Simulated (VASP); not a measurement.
Input of a VASP 6.6.1 run:

File INCAR:

```
SYSTEM = PtS2
PREC     = Accurate       ! precision mode
ENCUT    = 520            ! plane-wave cutoff, eV
EDIFF    = 1E-6           ! SCF threshold, eV
ISMEAR   = 0              ! smearing method
SIGMA    = 0.03           ! smearing width, eV
LREAL    = .FALSE.        ! projectors in reciprocal space
LASPH    = .TRUE.         ! aspherical terms in the spheres
NELM     = 100            ! most SCF steps
ALGO     = Normal         ! electronic algorithm
ISIF     = 2              ! what is computed and relaxed
LWAVE    = .FALSE.        ! write WAVECAR
LCHARG   = .TRUE.         ! write CHGCAR
MAGMOM   = 0 0 0 0 0 0 0 0 0 ! initial moments
LORBIT   = 11             ! projections on sites
LSORBIT  = .TRUE.         ! spin-orbit coupling
GGA_COMPAT= .FALSE.      
LMAXMIX  = 4              ! l up to which the mixer works
LDIPOL   = .TRUE.       
IDIPOL   = 3            
DIPOL    = 0.5 0.5 0.500
GGA      = PE             ! functional
LVHAR    = .TRUE.       
LVACPOTAV= .TRUE.       
KPAR     = 4
```

File KPOINTS:

```
regular mesh
0
G
  12 12 1
  0 0 0
```

Contents of POSCAR:

```
PtS2                                    
1.0
    3.5267304993      0.0000000000      0.0000000000
   -1.7633652496      3.0542382071      0.0000000000
    0.0000000000      0.0000000000     18.4600000000
  S               Pt            
     2     1
Direct
     0.3333330000000032    0.6666669999999968    0.4325340517476178
     0.6666669999999968    0.3333330000000032    0.5674659482523823
     0.0000000000000000    0.0000000000000000    0.5000000000000000
```

Potentials or basis: VASP PAW PBE potentials, release 64 (S, Pt).

Launch:

```console
$ cat potpaw_PBE.64/S/POTCAR potpaw_PBE.64/Pt/POTCAR > POTCAR
$ mpirun -np 4 vasp_ncl > vasp.out
```

(1) Predict the work function of the upper face.

(2) Estimate the work function of the lower face.

(3) What does it give for the largest force?

(4) Estimate the net moment.

## Answers

(1) 6.09 eV.

(2) 6.09 eV.

(3) 0.133 eV/Å.

(4) 0.00 μB per cell.
